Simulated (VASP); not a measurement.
Here is the system:

```xyz
1
Lattice="0.0000 2.5734 2.5734 2.5734 0.0000 2.5734 2.5734 2.5734 0.0000" Properties=species:S:1:pos:R:3 pbc="T T T"
Ca     2.5734     2.5734     5.1468
```

These are PBE GGA, VASP's PBE PAW potentials (set 64) (plane waves; VASP) values and carry that method's errors. Settings: 500 eV cut-off, 12×12×12 Γ-centred mesh, first-order Methfessel-Paxton smearing of 0.10 eV, potentials Ca_sv.

Energy and stress use the plane-wave basis of the starting cell.

Task: The ions, cell shape and volume at an external pressure of 10.0 GPa are relaxed. Give the cell that the relaxation ends in.

Result: 
```xyz
1
Lattice="0.0000 2.4655 2.4655 2.4655 0.0000 2.4655 2.4655 2.4655 0.0000" Properties=species:S:1:pos:R:3 pbc="T T T"
Ca     0.0000     0.0000     0.0000
```
Space group Fm-3m (225), at a tolerance of 0.03 Å.

Task: How do energy and volume change from the first to the last step?

Result: The energy (σ→0) changes by +187.1 meV/atom and the volume by -12.1 %, in 3 ionic steps.

The compound is Ca in the fcc structure. This run relaxes it under an external pressure of 10 GPa. Symmetry was kept, so distortions that lower it aren't found.
